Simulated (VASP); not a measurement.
Write the native input for VASP 6.6.1 that does the following.

- Task: single point
- Functional: PBE
- Potentials or basis: VASP PAW PBE potentials, release 64 (O, H, C)
- Cutoff: 520 eV
- k mesh: 1 × 1 × 1
- Occupations: fermi-dirac, width 0.05 eV
- Spin: no spin polarisation
- Dipole correction: no
- Further INCAR settings: LREAL = Auto; ALGO = Normal; EDIFF = 1e-06; NBANDS = 69

The structure of H22CO11 lies in POSCAR:

```
H22CO11
1.0
    6.6099640000      0.0000000000      0.0000000000
    0.0000000000      6.6099640000      0.0000000000
    0.0000000000      0.0000000000      6.6099640000
O H C
11 22 1
Direct
    0.6728024540      0.0031921505      0.2498046888
    0.8351028841      0.4242534453      0.4343140144
   -0.0175946495      0.0655525507      0.5788382509
    0.2687457904      0.1396830603      0.2329362157
    0.1150687054      0.5492163044      0.8135445216
    0.5786113207      0.7328784241      0.5695795015
    0.2897292633      0.5974919077      0.2663252024
    0.5959487828      0.7226211822     -0.0275039319
    0.0617703818      0.9089913349      0.9646799892
    0.8414115417      0.3538899758      1.0402628517
    0.4808195627      0.3106976074      0.8142101833
    0.7976291550      0.0535403824      0.1884427812
    0.7058434811     -0.0550835073      0.3838598818
    0.8283101088      0.5650257702      0.4480508517
    0.8504131036      0.3914544769      0.2825885285
   -0.0638430103      0.1973989571      0.5807747213
    0.1153258928      0.0784421821      0.5151162699
    0.2874297046      0.2898956787      0.2119527429
    0.4075362589      0.0897886887      0.1956742881
    0.2574144125      0.5067652411      0.8107305879
    0.1092895514      0.6773259279      0.8820925500
    0.4841176140      0.6744817370      0.4633156852
    0.5360846141      0.7146181129      0.7131808887
    0.1492746405      0.6536192935      0.2702132720
    0.3739657281      0.6541941832      0.1543730041
    0.6789598249      0.8220922232      0.0422846478
    0.6965847318      0.6134375316      0.0056127386
    0.0349472403      0.9687949889      0.8331815423
    0.1350385569      1.0069041223      1.0563446336
    0.9628040334      0.3988826565      0.9586587764
    0.7320009610      0.3189124782      0.9368432264
    0.5427866173      0.1099854704      0.5766445929
    0.3526796818      0.3406977708      0.5329681069
    0.4588829833      0.2481405345      0.6370987800
```

The cell was built by a generator and needn't be a form met in nature.

One way to write it, as run:

INCAR

```
PREC = Accurate
ENCUT = 520
EDIFF = 1E-6
ISMEAR = -1
SIGMA = 0.05
LREAL = Auto
LASPH = True
NELM = 80
ALGO = Normal
ISIF = 2
LWAVE = False
LCHARG = False
GGA = PE
NBANDS = 69
```

KPOINTS

```
regular mesh
0
Gamma
  1 1 1
```

Potentials or basis: VASP PAW PBE potentials, release 64 (O, H, C).

Command:

```sh
$ cat potpaw_PBE.64/O/POTCAR potpaw_PBE.64/H/POTCAR potpaw_PBE.64/C/POTCAR > POTCAR
$ mpirun -np 1 vasp_gam > vasp.out
```

It gave:

The pressure is 0.1 GPa, the largest force is 3.584 eV/Å and the band gap on the k mesh is 3.31 eV, direct.

Caveat: the standard files for N, O and F lose accuracy on very short bonds.

Wall time 44 s on 1 thread of Intel(R) Xeon(R) Platinum 8259CL CPU @ 2.50GHz (Skylake/Cascade Lake) (shared host), peak memory 0.32 GiB.
